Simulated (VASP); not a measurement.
# YbPtO (P4/nmm) in VASP: single point with r2SCAN

Aim: the single point of YbPtO with r2SCAN.

Program: VASP 6.6.1. These are calculated values, not measurements. Logs are shortened: lines on timing, memory, paths and dates and some standing lists are left out, and cuts for length are marked.

**1. The crystal as given**

Symmetry: P4/nmm, No. 129, tetragonal system. The conventional cell has a = 3.601 Å, b = 3.601 Å, c = 6.078 Å, α = 90.00°, β = 90.00°, γ = 90.00°. Around Yb (site symmetry 4mm) lie 4 O at 2.08 Å. Around O (site symmetry -4m2) lie 4 Yb at 2.08 Å. Around Pt (site symmetry 4mm) lie 5 Yb at 2.80 to 2.82 Å and 4 O at 2.88 Å and 4 Pt at 3.00 Å.

The cell was built by a generator and needn't be a form met in nature.

**2. Single point, r2SCAN**

File POSCAR:

```
YbPtO
1.0
    3.6008988900      0.0000000000      0.0000000000
    0.0000000000      3.6008988900      0.0000000000
    0.0000000000      0.0000000000      6.0777614000
Yb O Pt
2 2 2
Direct
    0.0000000000      0.5000000000      0.1700000000
    0.5000000000      0.0000000000      0.8300000000
    0.0000000000      0.0000000000      0.0000000000
    0.5000000000      0.5000000000      0.0000000000
    0.0000000000      0.5000000000      0.6300000000
    0.5000000000      0.0000000000      0.3700000000
```

File INCAR.step1:

```
PREC = Accurate ; ENCUT = 520
ISMEAR = -1 ; SIGMA = 0.1
LREAL = False ; LASPH = True
NELM = 100 ; NBANDS = 49
GGA = PE ; ALGO = Normal
EDIFF = 1E-4 ; LWAVE = True
LCHARG = False
```

File INCAR.step2:

```
PREC = Accurate ; ENCUT = 520
EDIFF = 1E-6 ; ISMEAR = -1
SIGMA = 0.1 ; LREAL = False
LASPH = True ; NELM = 100
ALGO = Normal ; ISIF = 2
LWAVE = False ; LCHARG = True
METAGGA = R2SCAN ; LMIXTAU = True
LELF = True ; LVHAR = True
NBANDS = 49 ; ISTART = 1
```

File KPOINTS:

```
Automatic mesh
0
Gamma
  7 7 4
```

Potentials or basis: VASP PAW PBE potentials, release 64 (Yb, O, Pt).

Command:

```console
$ cat potpaw_PBE.64/Yb/POTCAR potpaw_PBE.64/O/POTCAR potpaw_PBE.64/Pt/POTCAR > POTCAR
$ cp INCAR.step1 INCAR
$ mpirun -np 1 vasp_std > vasp.out
$ cp INCAR.step2 INCAR
$ mpirun -np 1 vasp_std > vasp.out
```

OUTCAR:

```text
PREC = Accurate
   ENCUT = 520
   EDIFF = 1E-6
   ISMEAR = -1
   LREAL = False
   LASPH = True
   NELM = 100
   ISIF = 2
   METAGGA = R2SCAN
   ISTART = 1

 ion  position               nearest neighbor table
   1  0.000  0.500  0.170-   3 2.08   4 2.08   3 2.08   4 2.08   5 2.80   6 2.82   6 2.82   6 2.82
                             6 2.82   2 3.28   2 3.28   2 3.28   2 3.28   5 3.28
   2  0.500  0.000  0.830-   3 2.08   4 2.08   4 2.08   3 2.08   6 2.80   5 2.82   5 2.82   5 2.82
                             5 2.82   1 3.28   1 3.28   1 3.28   1 3.28   6 3.28
   3  0.000  0.000  0.000-   1 2.08   2 2.08   1 2.08   2 2.08
   4  0.500  0.500  0.000-   1 2.08   2 2.08   2 2.08   1 2.08
   5  0.000  0.500  0.630-   1 2.80   2 2.82   2 2.82   2 2.82   2 2.82   6 3.00   6 3.00   6 3.00
                             6 3.00   1 3.28
   6  0.500  0.000  0.370-   2 2.80   1 2.82   1 2.82   1 2.82   1 2.82   5 3.00   5 3.00   5 3.00
                             5 3.00   2 3.28

  LATTYP: Found a simple tetragonal cell.
 ALAT       =     3.6008988900
 C/A-ratio  =     1.6878456146

  Lattice vectors:

 A1 = (   3.6008988900,   0.0000000000,   0.0000000000)
 A2 = (   0.0000000000,   3.6008988900,   0.0000000000)
 A3 = (   0.0000000000,   0.0000000000,   6.0777614000)

Analysis of symmetry for initial positions (statically):
=====================================================================
 Subroutine PRICEL returns:
 Original cell was already a primitive cell.

 Routine SETGRP: Setting up the symmetry group for a
 simple tetragonal supercell.

 Subroutine GETGRP returns: Found 16 space group operations
 (whereof  8 operations were pure point group operations)
 out of a pool of 16 trial point group operations.

The static configuration has the point symmetry D_2d.
 The point group associated with its full space group is D_4h.

Analysis of symmetry for dynamics (positions and initial velocities):
=====================================================================
 Subroutine PRICEL returns:
 Original cell was already a primitive cell.

 Routine SETGRP: Setting up the symmetry group for a
 simple tetragonal supercell.

 Subroutine GETGRP returns: Found 16 space group operations
 (whereof  8 operations were pure point group operations)
 out of a pool of 16 trial point group operations.

The dynamic configuration has the point symmetry D_2d.
 The point group associated with its full space group is D_4h.

 Subroutine INISYM returns: Found 16 space group operations
 (whereof  8 operations are pure point group operations),
 and found     1 'primitive' translations

----------------------------------------------------------------------------------------

                                     Primitive cell

  volume of cell :      78.8071

  direct lattice vectors                    reciprocal lattice vectors
     3.600898890  0.000000000  0.000000000     0.277708436  0.000000000  0.000000000
     0.000000000  3.600898890  0.000000000     0.000000000  0.277708436  0.000000000
     0.000000000  0.000000000  6.077761400     0.000000000  0.000000000  0.164534264

  length of vectors
     3.600898890  3.600898890  6.077761400     0.277708436  0.277708436  0.164534264

  position of ions in fractional coordinates (direct lattice)
     0.000000000  0.500000000  0.170000000
     0.500000000  0.000000000  0.830000000
     0.000000000  0.000000000  0.000000000
     0.500000000  0.500000000  0.000000000
     0.000000000  0.500000000  0.630000000
     0.500000000  0.000000000  0.370000000

  ion indices of the primitive-cell ions
   primitive index   ion index
                 1           1
                 2           2
                 3           3
                 4           4
                 5           5
                 6           6

----------------------------------------------------------------------------------------

 KPOINTS: Automatic mesh

Automatic generation of k-mesh.
 Grid dimensions read from file:
 generate k-points for:    7    7    4

 Generating k-lattice:

  Cartesian coordinates                     Fractional coordinates (reciprocal lattice)
     0.039672634  0.000000000  0.000000000     0.142857143  0.000000000  0.000000000
     0.000000000  0.039672634  0.000000000     0.000000000  0.142857143  0.000000000
     0.000000000  0.000000000  0.041133566     0.000000000  0.000000000  0.250000000

  Length of vectors
     0.039672634  0.039672634  0.041133566

  Shift w.r.t. Gamma in fractional coordinates (k-lattice)
     0.000000000  0.000000000  0.000000000

 Subroutine IBZKPT returns following result:
 ===========================================

 Found     30 irreducible k-points:

 Following reciprocal coordinates:
            Coordinates               Weight
  0.000000  0.000000  0.000000      1.000000
  0.142857  0.000000  0.000000      4.000000
  0.285714  0.000000  0.000000      4.000000
  0.428571  0.000000  0.000000      4.000000
  0.142857  0.142857  0.000000      4.000000
  0.285714  0.142857  0.000000      8.000000
[... 16 lines left out ...]
  0.285714  0.000000  0.500000      4.000000
  0.428571  0.000000  0.500000      4.000000
 [... further k-points ...]
   k-points           NKPTS =     30   k-points in BZ     NKDIM =     30   number of bands    NBANDS=     49
   number of dos      NEDOS =    301   number of ions     NIONS =      6
   total plane-waves  NPLWV =  37632
   dimension x,y,z NGX =    28 NGY =   28 NGZ =   48
   dimension x,y,z NGXF=    56 NGYF=   56 NGZF=   96
   ions per type =               2   2   2
   NGX,Y,Z   is equivalent  to a cutoff of  12.93, 12.93, 13.13 a.u.
   NGXF,Y,Z  is equivalent  to a cutoff of  25.85, 25.85, 26.26 a.u.
 SYSTEM =  unknown system
   PREC   = accura    normal or accurate (medium, high low for compatibility)
   ISTART =      1    job   : 0-new  1-cont  2-samecut
   ICHARG =      0    charge: 1-file 2-atom 10-const
   ISPIN  =      1    spin polarized calculation?
   LNONCOLLINEAR =      F non collinear calculations
   LSORBIT =      F    spin-orbit coupling
   LASPH  =      T    aspherical Exc in radial PAW
   ENCUT  =  520.0 eV  38.22 Ry    6.18 a.u.   6.70  6.70 11.30*2*pi/ulx,y,z
   NELM   =    100;   NELMIN=  2; NELMDL=  0     # of ELM steps
   EDIFF  = 0.1E-05   stopping-criterion for ELM
   LREAL  =      F    real-space projection
   EDIFFG = 0.1E-04   stopping-criterion for IOM
   NSW    =      0    number of steps for IOM
   IBRION =     -1    ionic relax: 0-MD 1-quasi-New 2-CG
   NFREE  =      0    steps in history (QN), initial steepest desc. (CG)
   ISIF   =      2    stress and relaxation
   ISYM   =      2    0-nonsym 1-usesym 2-fastsym
   POTIM  = 0.5000    time-step for ionic-motion
   TEBEG  =    0.0;   TEEND  =   0.0 temperature during run
   PSTRESS=    0.0 pullay stress
   NELECT =      80.0000    total number of electrons
   NUPDOWN=      -1.0000    fix difference up-down
   EMIN   =  10.00;   EMAX   =-10.00  energy-range for DOS
   EFERMI =   0.00;   METHOD = LEGACY
   ISMEAR =    -1;   SIGMA  =   0.10  broadening in eV -4-tet -1-fermi 0-gaus
   EFERMI_NEDOS =   21; number of points for ismear=-14 and -15
   IALGO  =     38    algorithm
   IMIX   =      4    mixing-type and parameters
     AMIX     =   0.40;   BMIX     =  1.00
     AMIX_MAG =   1.60;   BMIX_MAG =  1.00
  volume/ion in A,a.u.               =      13.13        88.64
  Fermi-wavevector in a.u.,A,eV,Ry     =   1.645317  3.109199 36.831909  2.707069
  Thomas-Fermi vector in A             =   2.735135
   LORBIT       =      0    0 simple, 1 ext, 2 COOP (PROOUT), +10 PAW based schemes
   METAGGA = R2SCAN    functional components
   LHFCALC =     F    Hartree Fock is set to
   AEXX    =    0.0000 exact exchange contribution
   IVDW    =     0    specifies the selected vdW correction
   LEPSILON=     F    determine dielectric tensor
   LRPA    =     F    only Hartree local field effects (RPA)
 non-spin polarized calculation
  energy-cutoff  :      520.00
  volume of cell :       78.81
 maximum number of plane-waves:      2150
 NGX is ok and might be reduce to    28
   NGX = 13   NGY = 13   NGZ = 23

 number of electron      79.9999983 magnetization

 Free energy of the ion-electron system (eV)
  ---------------------------------------------------
  ext. energy  EPLUGINS =         0.00000000
  ---------------------------------------------------
  free energy    TOTEN  =      -194.46513185 eV

  energy without entropy =     -194.10829113  energy(sigma->0) =     -194.28671149

 E-fermi :   6.1279     XC(G=0): -13.9758

 val. band max:        6.0920195662   @ k =   0.2857   0.0000   0.5000
 cond. band min:       6.1331479848   @ k =   0.4286   0.2857   0.0000
 fundamental gap:      0.0411284185
 Fermi energy:         6.1279239863

 k-point     1 :       0.0000    0.0000    0.0000
  band No.  band energies     occupation
      1     -46.2699      2.00000
      2     -46.1841      2.00000
      3     -19.1155      2.00000
      4     -18.0929      2.00000
      5     -18.0929      2.00000
      6     -17.6942      2.00000
[... 41 lines left out ...]
     48      14.8586      0.00000
     49      15.2362      0.00000

 k-point     2 :       0.1429    0.0000    0.0000
  band No.  band energies     occupation
      1     -46.2630      2.00000
      2     -46.1857      2.00000
      3     -19.1478      2.00000
      4     -18.3236      2.00000
      5     -18.0694      2.00000
      6     -17.7504      2.00000
[... 41 lines left out ...]
     48      14.8588      0.00000
     49      15.0640      0.00000

 k-point     3 :       0.2857    0.0000    0.0000
  band No.  band energies     occupation
      1     -46.2451      2.00000
      2     -46.1915      2.00000
      3     -19.2323      2.00000
      4     -18.7718      2.00000
      5     -18.0057      2.00000
      6     -17.8103      2.00000
[... 1081 lines left out ...]
     48      14.0141      0.00000
     49      15.5868      0.00000

 k-point    24 :       0.4286    0.0000    0.5000
  band No.  band energies     occupation
      1     -46.2228      2.00000
      2     -46.2041      2.00000
      3     -19.2886      2.00000
      4     -19.1461      2.00000
      5     -17.9201      2.00000
      6     -17.8293      2.00000
[... 41 lines left out ...]
     48      13.3437      0.00000
     49      15.5250      0.00000

 [... further k-points ...]
[... 5 lines left out ...]
  --------------------------------------------------------------------------------------
  -------------------------------------------------------------------------------------
  Total       19.3450113     19.3450113     15.4174171      0.0000000      0.0000000      0.0000000
  in kB      393.2910552    393.2910552    313.4416494      0.0000000      0.0000000      0.0000000
  external PRESSURE =     366.6745866 kB  Pullay stress =       0.0000000 kB

 VOLUME and BASIS-vectors are now :
 -----------------------------------------------------------------------------
  energy-cutoff  :      520.00
  volume of cell :       78.81
      direct lattice vectors                 reciprocal lattice vectors
     3.600898890  0.000000000  0.000000000     0.277708436  0.000000000  0.000000000
     0.000000000  3.600898890  0.000000000     0.000000000  0.277708436  0.000000000
     0.000000000  0.000000000  6.077761400     0.000000000  0.000000000  0.164534264

 POSITION                                       TOTAL-FORCE (eV/Angst)
 -----------------------------------------------------------------------------------
      0.00000      1.80045      1.03322         0.000000     -0.000000      1.297203
      1.80045      0.00000      5.04454        -0.000000     -0.000000     -1.297203
      0.00000      0.00000      0.00000        -0.000000      0.000000      0.000000
      1.80045      1.80045      0.00000         0.000000     -0.000000      0.000000
      0.00000      1.80045      3.82899        -0.000000     -0.000000     -2.859234
      1.80045      0.00000      2.24877         0.000000      0.000000      2.859234
 -----------------------------------------------------------------------------------
    total drift:                                0.000000      0.000000      0.000000

  FREE ENERGIE OF THE ION-ELECTRON SYSTEM (eV)
  ---------------------------------------------------
  free  energy   TOTEN  =      -194.4651318522 eV

  energy  without entropy=     -194.1082911311  energy(sigma->0) =     -194.28671149
```

Run time: 8.9 min. Hardware: 1 thread of Intel Xeon Platinum 8488C (Sapphire Rapids), shared host; peak memory 0.27 GiB.

Results:

| Quantity | Value |
| --- | --- |
| Free energy | -194.4651 eV |
| Pressure | 36.7 GPa |
| Largest force | 2.859 eV/Å |
| Band gap on the k mesh | none (metal or under the smearing width) |

Forces on the atoms (eV/Å):
```
Yb   0.000  0.000  1.297
Yb   0.000  0.000 -1.297
O    0.000  0.000  0.000
O    0.000  0.000  0.000
Pt   0.000  0.000 -2.859
Pt   0.000  0.000  2.859
```

Caveat: a pressure of tens of GPa on the cell as given is suspect, and the run, the potentials or the cell itself is likely at fault; the PAW data sets were made with another functional, which shifts forces and pressure a little; without U or exact exchange the open f shell lies at the Fermi level, which spoils levels, moments and volumes.
